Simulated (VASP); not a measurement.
# MoS2 (R3m): band edges, masses and strain, part 2 of 3

Wanted: where the band edges of MoS2 lie, how heavy the carriers are and how strain moves the gap. The start is a cell from a database of measured crystal structures.

VASP 6.6.1, plane waves and PAW; the level of theory is named at each step.

So far, least gap on mesh and path (eV): step 3 (bands on a dense mesh, PBEsol) 0.884; step 5 (bands with spin-orbit coupling, PBEsol, spin-orbit coupling) 0.854.

### 8. Bands on the mesh of the strain series

The unstrained gap is taken on the mesh of the strained cells, so that mesh errors cancel.

INCAR reads:

```
SYSTEM = MoS2
PREC = Accurate
ENCUT = 400
EDIFF = 1E-06
NELM = 100
ISMEAR = 0
SIGMA = 0.02
LREAL = .FALSE.
ALGO = Normal
GGA = PS
NBANDS = 26
LASPH = .TRUE.
LORBIT = 11
LWAVE = .FALSE.
LCHARG = .FALSE.
KPAR = 4
ISIF = 2
```

POSCAR reads:

```
MoS2
1.0
    1.5799999400      0.9122133910      6.1500000000
   -1.5799999400      0.9122133910      6.1500000000
    0.0000000000     -1.8244267820      6.1500000000
Mo S
1 2
Direct
    0.0000969778      0.0000969778      0.0000969778
    0.2493547625      0.2493547625      0.2493547625
    0.4175482597      0.4175482597      0.4175482597
```

KPOINTS reads:

```
Automatic mesh
0
Gamma
10 10 10
0 0 0
```

KPOINTS_OPT reads:

```
Line mode
16
Line-mode
Reciprocal
  0.00000000   0.00000000   0.00000000 GAMMA
  0.50000000   0.00000000   0.00000000 L

  0.50000000   0.00000000   0.00000000 L
  0.50000000   0.18133401  -0.18133401 B1

  0.81866599   0.50000000   0.18133401 B
  0.50000000   0.50000000   0.50000000 Z

  0.50000000   0.50000000   0.50000000 Z
  0.00000000   0.00000000   0.00000000 GAMMA

  0.00000000   0.00000000   0.00000000 GAMMA
  0.34066700   0.00000000  -0.34066700 X

  0.65933300   0.34066700   0.00000000 Q
  0.50000000   0.50000000   0.00000000 F

  0.50000000   0.50000000   0.00000000 F
  0.65933300   0.65933300   0.18133401 P1

  0.65933300   0.65933300   0.18133401 P1
  0.50000000   0.50000000   0.50000000 Z

  0.50000000   0.00000000   0.00000000 L
  0.81866599   0.34066700   0.34066700 P
```

Potentials, in the order of the species: Mo_sv and S (PBE family, release 64).

Launch:

```
> mpirun -np 4 vasp_std
```

Run time: 63 s. Hardware: 4 MPI ranks of Intel Xeon 6975P-C (Granite Rapids), shared host; peak memory 1.4 GiB.

Numbers from this step:

```yaml
scf_cycles: 14
bands: 26
irreducible_k_points: 116
free_energy_toten: -23.44 eV
fermi_energy: 7.861 eV
pressure: -1.031 GPa
least_gap_on_mesh_and_path: 0.8828 eV
least_direct_gap_on_mesh_and_path: 1.735 eV
```

Electronic bands along the path, in eV, zero at the valence-band top; v1 is the highest filled band, c1 the lowest empty one:

| point | v4 | v3 | v2 | v1 | c1 | c2 | c3 | c4 |
| --- | --- | --- | --- | --- | --- | --- | --- | --- |
| Γ | -2.27 | -2.27 | -1.24 | -1.21 | 2.05 | 2.05 | 2.46 | 2.46 |
| 0.47 of the way | -3.20 | -2.60 | -1.58 | -1.45 | 1.21 | 1.84 | 2.49 | 2.97 |
| L | -4.00 | -2.36 | -1.60 | -1.49 | 1.62 | 2.02 | 3.46 | 3.48 |
| 0.47 of the way | -3.84 | -3.02 | -2.53 | -1.11 | 1.44 | 2.26 | 2.67 | 3.95 |
| B1 | -4.38 | -3.79 | -2.82 | -0.77 | 1.03 | 2.25 | 3.02 | 4.25 |
| jump to B | -4.38 | -3.79 | -2.82 | -0.77 | 1.03 | 2.25 | 3.02 | 4.25 |
| 0.47 of the way | -4.18 | -2.80 | -1.94 | -1.57 | 1.47 | 1.86 | 2.18 | 3.64 |
| Z | -3.41 | -2.24 | -2.24 | 0.00 | 2.15 | 2.15 | 2.32 | 2.32 |
| 0.47 of the way | -2.73 | -2.25 | -2.25 | -0.25 | 2.09 | 2.09 | 2.39 | 2.39 |
| Γ | -2.27 | -2.27 | -1.24 | -1.21 | 2.05 | 2.05 | 2.46 | 2.46 |
| 0.47 of the way | -3.69 | -2.68 | -1.53 | -1.46 | 0.93 | 1.78 | 2.23 | 3.56 |
| X | -4.39 | -3.71 | -2.88 | -0.75 | 1.00 | 2.26 | 3.00 | 4.26 |
| jump to Q | -4.39 | -3.71 | -2.88 | -0.75 | 1.00 | 2.26 | 3.00 | 4.26 |
| 0.47 of the way | -4.04 | -3.35 | -2.76 | -1.00 | 1.49 | 2.47 | 2.94 | 3.65 |
| F | -3.92 | -2.94 | -1.79 | -1.32 | 1.58 | 2.16 | 2.98 | 3.92 |
| 0.47 of the way | -3.93 | -2.91 | -1.78 | -1.32 | 1.58 | 2.17 | 2.99 | 3.89 |
| P1 | -3.94 | -2.81 | -1.75 | -1.34 | 1.58 | 2.19 | 3.04 | 3.80 |
| 0.47 of the way | -3.27 | -2.53 | -2.42 | -1.44 | 1.62 | 2.05 | 2.15 | 3.26 |
| Z | -3.41 | -2.24 | -2.24 | 0.00 | 2.15 | 2.15 | 2.32 | 2.32 |
| jump to L | -4.00 | -2.36 | -1.60 | -1.49 | 1.62 | 2.02 | 3.46 | 3.48 |
| 0.47 of the way | -3.98 | -2.50 | -1.64 | -1.43 | 1.61 | 2.09 | 3.33 | 3.57 |
| P | -3.94 | -2.81 | -1.75 | -1.34 | 1.58 | 2.19 | 3.04 | 3.80 |

Of the projections kept (Mo, S), the largest for each band there; the rest of the weight can lie on other orbitals:

| point | v4 | v3 | v2 | v1 | c1 | c2 | c3 | c4 |
| --- | --- | --- | --- | --- | --- | --- | --- | --- |
| Γ | Mo 0.62 | Mo 0.62 | S 0.58 | Mo 0.53 | S 0.51 | S 0.51 | S 0.61 | S 0.61 |
| L | Mo 0.57 | S 0.72 | S 0.82 | Mo 0.71 | Mo 0.96 | Mo 0.92 | Mo 0.63 | Mo 0.62 |
| B1 | S 0.64 | S 0.78 | S 0.67 | Mo 0.84 | Mo 0.92 | Mo 0.79 | Mo 0.78 | Mo 0.71 |
| B | S 0.64 | S 0.78 | S 0.67 | Mo 0.84 | Mo 0.92 | Mo 0.79 | Mo 0.78 | Mo 0.71 |
| Z | Mo 0.71 | Mo 0.63 | Mo 0.63 | Mo 0.70 | S 0.52 | S 0.52 | S 0.60 | S 0.60 |
| Γ | Mo 0.62 | Mo 0.62 | S 0.58 | Mo 0.53 | S 0.51 | S 0.51 | S 0.61 | S 0.61 |

Between step 3 and this run (k-mesh 10×10×10 and points per path segment 16) the value for the least gap on mesh and path moves from 0.884 eV to 0.883 eV.

### 9. Strained cell, atoms relaxed, strain hydrostatic -0.5 %

Strain can move atoms inside the cell where symmetry leaves them free, so a relaxation comes before the gap is read.

INCAR, as its differences from that of step 8:

```diff
@@ -10,3 +10,3 @@
 GGA = PS
-NBANDS = 26
+NBANDS = 19
 LASPH = .TRUE.
@@ -16,2 +16,5 @@
 KPAR = 4
+IBRION = 2
+NSW = 30
 ISIF = 2
+EDIFFG = -0.003
```

POSCAR reads:

```
MoS2
1.0
    1.5720999403      0.9076523240      6.1192500000
   -1.5720999403      0.9076523240      6.1192500000
    0.0000000000     -1.8153046481      6.1192500000
Mo S
1 2
Direct
    0.0000969778      0.0000969778      0.0000969778
    0.2493547625      0.2493547625      0.2493547625
    0.4175482597      0.4175482597      0.4175482597
```

KPOINTS is that of step 8.

Launch:

```
> mpirun -np 4 vasp_std
```

The job ended after 49 s (4 MPI ranks; peak memory 1.2 GiB).

Relaxation path:

| step | energy less that of the first step (eV) | largest force (eV/Å) |
| --- | --- | --- |
| 1 | 0.0000 | 0.2533 |
| 2 | -0.0032 | 0.0095 |
| 3 | -0.0032 | 0.0023 |

The atoms that moved most (Å):

| atom | dx | dy | dz | length |
| --- | --- | --- | --- | --- |
| S2 | 0.000 | 0.000 | -0.013 | 0.013 |
| S3 | 0.000 | 0.000 | 0.013 | 0.013 |

Final coordinates:

```xyz
3
Lattice="1.5721 0.9077 6.1193 -1.5721 0.9077 6.1193 0.0000 -1.8153 6.1193" Properties=species:S:1:pos:R:3 pbc="T T T"
Mo    0.0000    0.0000    0.0018
S     0.0000    0.0000    4.5649
S     0.0000    0.0000    7.6779
```

Numbers from this step:

* SCF cycles: 23
* bands: 19
* free energy (TOTEN): -23.45 eV
* Fermi energy: 8.034 eV
* pressure: 0.02874 GPa
* conduction bottom at k: -0.2, 0.2, 0
* least direct gap at k: -0.3, 0.3, 0
* gap on the k-mesh: 0.8921 eV
* least direct gap on the k-mesh: 2.017 eV

The relaxation ends 1.1 meV an atom lower, with a largest force of 0.0023 eV/Å.

### 10. Bands of the strained cell, strain hydrostatic -0.5 %

The gap is read at the strained, relaxed geometry.

INCAR, as its differences from that of step 9:

```diff
@@ -10,3 +10,3 @@
 GGA = PS
-NBANDS = 19
+NBANDS = 26
 LASPH = .TRUE.
@@ -16,5 +16,2 @@
 KPAR = 4
-IBRION = 2
-NSW = 30
 ISIF = 2
-EDIFFG = -0.003
```

POSCAR reads:

```
MoS2
1.0
    1.5720999403      0.9076523240      6.1192500000
   -1.5720999403      0.9076523240      6.1192500000
    0.0000000000     -1.8153046481      6.1192500000
Mo S
1 2
Direct
    0.0000975334      0.0000975334      0.0000975334
    0.2486660290      0.2486660290      0.2486660290
    0.4182364376      0.4182364376      0.4182364376
```

KPOINTS is that of step 9.

KPOINTS_OPT is that of step 8.

Launch:

```
> mpirun -np 4 vasp_std
```

The job ended after 55 s (4 MPI ranks; peak memory 1.4 GiB; 3.6 min of CPU time).

This step gave:

```
SCF cycles                        : 14
bands                             : 26
Fermi energy                      : 7.846 eV
pressure                          : 0.03049 GPa
least gap on mesh and path        : 0.8595 eV
least direct gap on mesh and path : 1.794 eV
conduction bottom at k            : 0.1817, 0, -0.1817
least direct gap at k             : 0.5, 0.1692, -0.1692
```

The electronic bands at the labelled points (eV, zero at the valence-band top; v1 is the highest filled band, c1 the lowest empty one):

| point | v4 | v3 | v2 | v1 | c1 | c2 | c3 | c4 |
| --- | --- | --- | --- | --- | --- | --- | --- | --- |
| Γ | -2.22 | -2.22 | -1.29 | -1.21 | 2.09 | 2.09 | 2.50 | 2.50 |
| 0.53 of the way | -3.35 | -2.35 | -1.76 | -1.63 | 1.21 | 1.79 | 2.77 | 3.14 |
| L | -3.99 | -2.38 | -1.54 | -1.50 | 1.69 | 2.07 | 3.49 | 3.51 |
| 0.47 of the way | -3.85 | -3.00 | -2.55 | -1.09 | 1.50 | 2.31 | 2.67 | 4.02 |
| B1 | -4.39 | -3.82 | -2.84 | -0.75 | 1.10 | 2.23 | 3.06 | 4.32 |
| jump to B | -4.39 | -3.82 | -2.84 | -0.75 | 1.10 | 2.23 | 3.06 | 4.32 |
| 0.47 of the way | -4.19 | -2.78 | -1.94 | -1.57 | 1.50 | 1.89 | 2.22 | 3.69 |
| Z | -3.37 | -2.19 | -2.19 | 0.00 | 2.20 | 2.20 | 2.35 | 2.35 |
| 0.47 of the way | -2.79 | -2.20 | -2.20 | -0.25 | 2.14 | 2.14 | 2.43 | 2.43 |
| Γ | -2.22 | -2.22 | -1.29 | -1.21 | 2.09 | 2.09 | 2.50 | 2.50 |
| 0.47 of the way | -3.69 | -2.65 | -1.54 | -1.46 | 0.91 | 1.82 | 2.27 | 3.61 |
| X | -4.39 | -3.73 | -2.90 | -0.73 | 1.07 | 2.24 | 3.04 | 4.34 |
| jump to Q | -4.39 | -3.73 | -2.90 | -0.73 | 1.07 | 2.24 | 3.04 | 4.34 |
| 0.47 of the way | -4.06 | -3.36 | -2.79 | -0.98 | 1.56 | 2.52 | 2.97 | 3.70 |
| F | -3.90 | -2.99 | -1.75 | -1.31 | 1.64 | 2.22 | 3.01 | 3.97 |
| 0.47 of the way | -3.91 | -2.96 | -1.74 | -1.32 | 1.65 | 2.23 | 3.02 | 3.94 |
| P1 | -3.92 | -2.86 | -1.70 | -1.34 | 1.65 | 2.25 | 3.06 | 3.85 |
| 0.47 of the way | -3.24 | -2.48 | -2.44 | -1.46 | 1.65 | 2.07 | 2.19 | 3.32 |
| Z | -3.37 | -2.19 | -2.19 | 0.00 | 2.20 | 2.20 | 2.35 | 2.35 |
| jump to L | -3.99 | -2.38 | -1.54 | -1.50 | 1.69 | 2.07 | 3.49 | 3.51 |
| 0.47 of the way | -3.97 | -2.54 | -1.58 | -1.44 | 1.68 | 2.14 | 3.37 | 3.60 |
| P | -3.92 | -2.86 | -1.70 | -1.34 | 1.65 | 2.25 | 3.06 | 3.85 |

Of the projections kept (Mo, S), the largest for each band there; the rest of the weight can lie on other orbitals:

| point | v4 | v3 | v2 | v1 | c1 | c2 | c3 | c4 |
| --- | --- | --- | --- | --- | --- | --- | --- | --- |
| Γ | Mo 0.62 | Mo 0.62 | Mo 0.84 | S 0.92 | S 0.51 | S 0.51 | S 0.62 | S 0.62 |
| L | Mo 0.57 | S 0.72 | S 0.82 | Mo 0.71 | Mo 0.96 | Mo 0.91 | Mo 0.61 | Mo 0.63 |
| B1 | S 0.64 | S 0.77 | S 0.67 | Mo 0.83 | Mo 0.92 | Mo 0.79 | Mo 0.78 | Mo 0.71 |
| B | S 0.64 | S 0.77 | S 0.67 | Mo 0.83 | Mo 0.92 | Mo 0.79 | Mo 0.78 | Mo 0.71 |
| Z | Mo 0.71 | Mo 0.63 | Mo 0.63 | Mo 0.70 | S 0.53 | S 0.53 | S 0.61 | S 0.61 |
| Γ | Mo 0.62 | Mo 0.62 | Mo 0.84 | S 0.92 | S 0.51 | S 0.51 | S 0.62 | S 0.62 |

Between step 8 and this run (strain hydrostatic -0.5 %) the value for the least gap on mesh and path moves from 0.883 eV to 0.860 eV.

### 11. Strained cell, atoms relaxed, strain hydrostatic 0.5 %

INCAR, as its differences from that of step 10:

```diff
@@ -10,3 +10,3 @@
 GGA = PS
-NBANDS = 26
+NBANDS = 19
 LASPH = .TRUE.
@@ -16,2 +16,5 @@
 KPAR = 4
+IBRION = 2
+NSW = 30
 ISIF = 2
+EDIFFG = -0.003
```

POSCAR reads:

```
MoS2
1.0
    1.5878999397      0.9167744580      6.1807500000
   -1.5878999397      0.9167744580      6.1807500000
    0.0000000000     -1.8335489159      6.1807500000
Mo S
1 2
Direct
    0.0000969778      0.0000969778      0.0000969778
    0.2493547625      0.2493547625      0.2493547625
    0.4175482597      0.4175482597      0.4175482597
```

KPOINTS is that of step 10.

Launch:

```
> mpirun -np 4 vasp_std
```

The job ended after 46 s (4 MPI ranks; peak memory 1.2 GiB).

Step by step:

| step | energy less that of the first step (eV) | largest force (eV/Å) |
| --- | --- | --- |
| 1 | 0.0000 | 0.2415 |
| 2 | -0.0031 | 0.0197 |
| 3 | -0.0031 | 0.0010 |

The atoms that moved most (Å):

| atom | dx | dy | dz | length |
| --- | --- | --- | --- | --- |
| S3 | 0.000 | 0.000 | -0.013 | 0.013 |
| S2 | 0.000 | 0.000 | 0.013 | 0.013 |

Final coordinates:

```cif
data_structure
_symmetry_space_group_name_H-M 'P 1'
_symmetry_Int_Tables_number 1
_cell_length_a 6.4470
_cell_length_b 6.4470
_cell_length_c 6.4470
_cell_angle_alpha 28.517
_cell_angle_beta 28.517
_cell_angle_gamma 28.517
_cell_volume 53.99
loop_
_atom_site_label
_atom_site_type_symbol
_atom_site_fract_x
_atom_site_fract_y
_atom_site_fract_z
_atom_site_occupancy
Mo1 Mo 0.00010 0.00010 0.00010 1
S2 S 0.25003 0.25003 0.25003 1
S3 S 0.41687 0.41687 0.41687 1
```

The relaxation ends 1.0 meV an atom lower, with a largest force of 0.0010 eV/Å.

### 12. Bands of the strained cell, strain hydrostatic 0.5 %

INCAR, as its differences from that of step 11:

```diff
@@ -10,3 +10,3 @@
 GGA = PS
-NBANDS = 19
+NBANDS = 26
 LASPH = .TRUE.
@@ -16,5 +16,2 @@
 KPAR = 4
-IBRION = 2
-NSW = 30
 ISIF = 2
-EDIFFG = -0.003
```

POSCAR reads:

```
MoS2
1.0
    1.5878999397      0.9167744580      6.1807500000
   -1.5878999397      0.9167744580      6.1807500000
    0.0000000000     -1.8335489159      6.1807500000
Mo S
1 2
Direct
    0.0000983577      0.0000983577      0.0000983577
    0.2500345212      0.2500345212      0.2500345212
    0.4168671211      0.4168671211      0.4168671211
```

KPOINTS is that of step 11.

KPOINTS_OPT is that of step 10.

Launch:

```
> mpirun -np 4 vasp_std
```

Wall time 59 s (4 MPI ranks); peak memory 1.4 GiB.

The run ends at a pressure of -2.03 GPa, with forces up to 0.0010 eV/Å.

### 13. Strained cell, atoms relaxed, strain along x -0.5 %

INCAR, as its differences from that of step 12:

```diff
@@ -10,3 +10,3 @@
 GGA = PS
-NBANDS = 26
+NBANDS = 19
 LASPH = .TRUE.
@@ -16,2 +16,5 @@
 KPAR = 4
+IBRION = 2
+NSW = 30
 ISIF = 2
+EDIFFG = -0.003
```

POSCAR reads:

```
MoS2
1.0
    1.5720999403      0.9122133910      6.1500000000
   -1.5720999403      0.9122133910      6.1500000000
    0.0000000000     -1.8244267820      6.1500000000
Mo S
1 2
Direct
    0.0000969778      0.0000969778      0.0000969778
    0.2493547625      0.2493547625      0.2493547625
    0.4175482597      0.4175482597      0.4175482597
```

KPOINTS is that of step 12.

Launch:

```
> mpirun -np 4 vasp_std
```

The job ended after 2 min (4 MPI ranks; peak memory 1.6 GiB).

The run keeps the 2 symmetry operations of its start, so it cannot find a distortion of lower symmetry.

Hardly anything moved in the relaxation; the energy changed by under 0.2 meV an atom.

### 14. Bands of the strained cell, strain along x -0.5 %

INCAR, as its differences from that of step 13:

```diff
@@ -10,3 +10,3 @@
 GGA = PS
-NBANDS = 19
+NBANDS = 26
 LASPH = .TRUE.
@@ -16,5 +16,2 @@
 KPAR = 4
-IBRION = 2
-NSW = 30
 ISIF = 2
-EDIFFG = -0.003
```

POSCAR reads:

```
MoS2
1.0
    1.5720999403      0.9122133910      6.1500000000
   -1.5720999403      0.9122133910      6.1500000000
    0.0000000000     -1.8244267820      6.1500000000
Mo S
1 2
Direct
    0.0003000902      0.0003000902      0.9996891246
    0.2491186194      0.2491186194      0.2494004047
    0.4175812904      0.4175812904      0.4179104708
```

KPOINTS is that of step 13.

KPOINTS_OPT reads:

```
Line mode
16
Line-mode
Reciprocal
  0.00000000   0.00000000   0.00000000 GAMMA
 -0.50000000  -0.50000000   0.00000000 Y

 -0.50000000  -0.50000000   0.00000000 Y
 -0.34066700  -0.34066700   0.18133401 F

 -0.34066700  -0.34066700   0.18133401 F
  0.00000000   0.00000000   0.50000000 L

  0.00000000   0.00000000   0.50000000 L
 -0.18201895   0.18201895   0.50000000 I

  0.18201895   0.81798105   0.50000000 I1
  0.50000000   0.50000000   0.50000000 Z

  0.50000000   0.50000000   0.50000000 Z
  0.34066700   0.34066700   0.81866599 F1

 -0.50000000  -0.50000000   0.00000000 Y
 -0.66023740  -0.33976260   0.00000000 X1

 -0.33976260   0.33976260   0.00000000 X
  0.00000000   0.00000000   0.00000000 GAMMA

  0.00000000   0.00000000   0.00000000 GAMMA
 -0.50000000   0.00000000   0.00000000 N

  0.00000000   0.50000000   0.50000000 M
  0.00000000   0.00000000   0.00000000 GAMMA
```

Launch:

```
> mpirun -np 4 vasp_std
```

Wall time 1.7 min (4 MPI ranks); peak memory 2.1 GiB.

The run ends at a pressure of -0.55 GPa, with forces up to 8.9e-4 eV/Å.

### 15. Strained cell, atoms relaxed, strain along x 0.5 %

INCAR, as its differences from that of step 14:

```diff
@@ -10,3 +10,3 @@
 GGA = PS
-NBANDS = 26
+NBANDS = 19
 LASPH = .TRUE.
@@ -16,2 +16,5 @@
 KPAR = 4
+IBRION = 2
+NSW = 30
 ISIF = 2
+EDIFFG = -0.003
```

POSCAR reads:

```
MoS2
1.0
    1.5878999397      0.9122133910      6.1500000000
   -1.5878999397      0.9122133910      6.1500000000
    0.0000000000     -1.8244267820      6.1500000000
Mo S
1 2
Direct
    0.0000969778      0.0000969778      0.0000969778
    0.2493547625      0.2493547625      0.2493547625
    0.4175482597      0.4175482597      0.4175482597
```

KPOINTS is that of step 14.

Launch:

```
> mpirun -np 4 vasp_std
```

It took 2.2 min on 4 MPI ranks; peak memory 1.6 GiB; 8 min of CPU time.

No atom moved by 0.005 Å in the relaxation.

### 16. Bands of the strained cell, strain along x 0.5 %

INCAR, as its differences from that of step 15:

```diff
@@ -10,3 +10,3 @@
 GGA = PS
-NBANDS = 19
+NBANDS = 26
 LASPH = .TRUE.
@@ -16,5 +16,2 @@
 KPAR = 4
-IBRION = 2
-NSW = 30
 ISIF = 2
-EDIFFG = -0.003
```

POSCAR reads:

```
MoS2
1.0
    1.5878999397      0.9122133910      6.1500000000
   -1.5878999397      0.9122133910      6.1500000000
    0.0000000000     -1.8244267820      6.1500000000
Mo S
1 2
Direct
    0.9998952229      0.9998952229      0.0005029316
    0.2495890425      0.2495890425      0.2493086667
    0.4175157346      0.4175157346      0.4171884017
```

KPOINTS is that of step 15.

KPOINTS_OPT, as its differences from that of step 14:

```diff
@@ -14,5 +14,5 @@
   0.00000000   0.00000000   0.50000000 L
- -0.18201895   0.18201895   0.50000000 I
+ -0.18064563   0.18064563   0.50000000 I
 
-  0.18201895   0.81798105   0.50000000 I1
+  0.18064563   0.81935437   0.50000000 I1
   0.50000000   0.50000000   0.50000000 Z
@@ -23,5 +23,5 @@
  -0.50000000  -0.50000000   0.00000000 Y
- -0.66023740  -0.33976260   0.00000000 X1
+ -0.65842406  -0.34157594   0.00000000 X1
 
- -0.33976260   0.33976260   0.00000000 X
+ -0.34157594   0.34157594   0.00000000 X
   0.00000000   0.00000000   0.00000000 GAMMA
```

Launch:

```
> mpirun -np 4 vasp_std
```

The job ended after 2 min (4 MPI ranks; peak memory 2.1 GiB; 7.1 min of CPU time).

Electronic bands along the path, in eV, zero at the valence-band top; v1 is the highest filled band, c1 the lowest empty one:

| point | v4 | v3 | v2 | v1 | c1 | c2 | c3 | c4 |
| --- | --- | --- | --- | --- | --- | --- | --- | --- |
| Γ | -2.32 | -2.28 | -1.23 | -1.20 | 2.00 | 2.03 | 2.41 | 2.45 |
| 0.47 of the way | -3.22 | -2.70 | -1.89 | -1.29 | 1.34 | 1.65 | 2.43 | 3.07 |
| Y | -3.98 | -2.92 | -1.86 | -1.32 | 1.53 | 2.12 | 2.95 | 3.88 |
| 0.47 of the way | -3.98 | -2.89 | -1.85 | -1.32 | 1.53 | 2.13 | 2.96 | 3.85 |
| F | -3.99 | -2.79 | -1.82 | -1.34 | 1.54 | 2.15 | 3.01 | 3.76 |
| 0.47 of the way | -4.03 | -2.53 | -1.72 | -1.41 | 1.56 | 2.07 | 3.26 | 3.56 |
| L | -4.05 | -2.34 | -1.66 | -1.48 | 1.58 | 1.99 | 3.42 | 3.44 |
| 0.47 of the way | -3.87 | -3.04 | -2.52 | -1.13 | 1.40 | 2.24 | 2.66 | 3.90 |
| I | -4.39 | -3.78 | -2.83 | -0.78 | 0.97 | 2.25 | 2.99 | 4.20 |
| jump to I1 | -4.39 | -3.78 | -2.83 | -0.78 | 0.97 | 2.25 | 2.99 | 4.20 |
| 0.47 of the way | -4.19 | -2.83 | -1.95 | -1.58 | 1.45 | 1.85 | 2.15 | 3.60 |
| Z | -3.41 | -2.29 | -2.25 | 0.00 | 2.10 | 2.12 | 2.27 | 2.31 |
| 0.47 of the way | -3.16 | -2.76 | -2.30 | -1.22 | 1.66 | 1.94 | 2.08 | 3.06 |
| F1 | -3.99 | -2.79 | -1.82 | -1.34 | 1.54 | 2.15 | 3.01 | 3.76 |
| jump to Y | -3.98 | -2.92 | -1.86 | -1.32 | 1.53 | 2.12 | 2.95 | 3.88 |
| 0.53 of the way | -4.05 | -3.36 | -2.75 | -1.02 | 1.45 | 2.44 | 2.92 | 3.60 |
| X1 | -4.40 | -3.71 | -2.86 | -0.77 | 0.95 | 2.26 | 2.96 | 4.20 |
| jump to X | -4.40 | -3.71 | -2.86 | -0.77 | 0.95 | 2.26 | 2.96 | 4.20 |
| 0.53 of the way | -3.69 | -2.71 | -1.54 | -1.48 | 0.93 | 1.74 | 2.23 | 3.52 |
| Γ | -2.32 | -2.28 | -1.23 | -1.20 | 2.00 | 2.03 | 2.41 | 2.45 |
| 0.53 of the way | -3.38 | -2.44 | -1.75 | -1.62 | 1.21 | 1.73 | 2.68 | 3.08 |
| N | -4.00 | -2.36 | -1.62 | -1.51 | 1.57 | 1.99 | 3.43 | 3.46 |
| jump to M | -3.92 | -2.94 | -1.81 | -1.34 | 1.53 | 2.12 | 2.96 | 3.89 |
| 0.53 of the way | -3.18 | -2.66 | -1.90 | -1.30 | 1.32 | 1.69 | 2.43 | 3.08 |
| Γ | -2.32 | -2.28 | -1.23 | -1.20 | 2.00 | 2.03 | 2.41 | 2.45 |

Of the projections kept (Mo, S), the largest for each band there; the rest of the weight can lie on other orbitals:

| point | v4 | v3 | v2 | v1 | c1 | c2 | c3 | c4 |
| --- | --- | --- | --- | --- | --- | --- | --- | --- |
| Γ | Mo 0.62 | Mo 0.62 | S 0.77 | Mo 0.70 | S 0.51 | S 0.51 | S 0.61 | S 0.61 |
| Y | Mo 0.58 | S 0.73 | S 0.84 | Mo 0.65 | Mo 0.97 | Mo 0.90 | Mo 0.68 | Mo 0.59 |
| F | Mo 0.57 | S 0.73 | S 0.83 | Mo 0.67 | Mo 0.96 | Mo 0.90 | Mo 0.66 | Mo 0.59 |
| L | Mo 0.56 | S 0.72 | S 0.82 | Mo 0.72 | Mo 0.96 | Mo 0.92 | Mo 0.63 | Mo 0.62 |
| I | S 0.64 | S 0.79 | S 0.67 | Mo 0.84 | Mo 0.92 | Mo 0.79 | Mo 0.78 | Mo 0.71 |
| I1 | S 0.64 | S 0.79 | S 0.67 | Mo 0.84 | Mo 0.92 | Mo 0.79 | Mo 0.78 | Mo 0.71 |

The path shows an indirect gap of 0.88 eV (valence top at Z, conduction bottom between X and Γ). The least direct gap is 1.71 eV.

### 17. Strained cell, atoms relaxed

INCAR, as its differences from that of step 16:

```diff
@@ -10,3 +10,3 @@
 GGA = PS
-NBANDS = 26
+NBANDS = 19
 LASPH = .TRUE.
@@ -16,2 +16,5 @@
 KPAR = 4
+IBRION = 2
+NSW = 30
 ISIF = 2
+EDIFFG = -0.003
```

POSCAR reads:

```
MoS2
1.0
    1.5799999400      0.9076523240      6.1500000000
   -1.5799999400      0.9076523240      6.1500000000
    0.0000000000     -1.8153046481      6.1500000000
Mo S
1 2
Direct
    0.0000969778      0.0000969778      0.0000969778
    0.2493547625      0.2493547625      0.2493547625
    0.4175482597      0.4175482597      0.4175482597
```

KPOINTS is that of step 16.

Launch:

```
> mpirun -np 4 vasp_std
```

The job ended after 1.8 min (4 MPI ranks; peak memory 1.6 GiB).

[end of part 2 of 3]

[Lines on the potential files, build, host, timing and source positions are cut from VASP's logs without a mark.]

[Logs are printed without paths, hosts, clocks, repeated set-up lines and the standing remarks that a program may print on its own settings, such as how far it seeks lower states.]

[Hosts, paths, dates, database ids (printed as entryN), source tags and the programs' standing remarks are cut or masked in the printed files.]

[In band tables of VASP the shares of atoms and orbitals are scaled to a sum of 1 inside the atoms' spheres.]

[Gaps and slopes under strain along one axis are those of the sampled path and mesh points; where strain splits equal valleys, another of them can be the edge.]
